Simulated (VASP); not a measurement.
```
CELL_PARAMETERS angstrom
      0.00000     2.97000     2.97000
      2.97000     0.00000     2.97000
      2.97000     2.97000     0.00000
ATOMIC_POSITIONS crystal
  Pb 0.00000 0.00000 0.00000
  F  0.25000 0.25000 0.25000
  F  0.75000 0.75000 0.75000
```

The base run (VASP): PBE GGA, plane waves, VASP's PBE PAW potentials (set 64). Settings: 520 eV cut-off, 6×6×6 Γ-centred mesh, Gaussian smearing of 0.050 eV, potentials Pb_d F.

One setting is varied; ΔE counts from the base run. The base run took about 10 core-seconds. The timings are rough (shared machines, no repeats); factors under 2 mean little.

```csv
setting,cost over the base run,electronic steps,ΔE (meV/atom)
base run,reference,13,0.0
"AMIX = 0.1, BMIX = 1.0, IMIX = 4",within a factor of 2,16,0.0
"AMIX = 0.6, BMIX = 3.0, IMIX = 1",about 3 times,35,0.0
"AMIX = 0.6, BMIX = 0.0001, IMIX = 1",about 7 times,66,0.0
```

Left out are runs that failed, have no time on record or changed the cell.

The compound is PbF2 in the fluorite structure, the β form. The cell was not relaxed at this level.
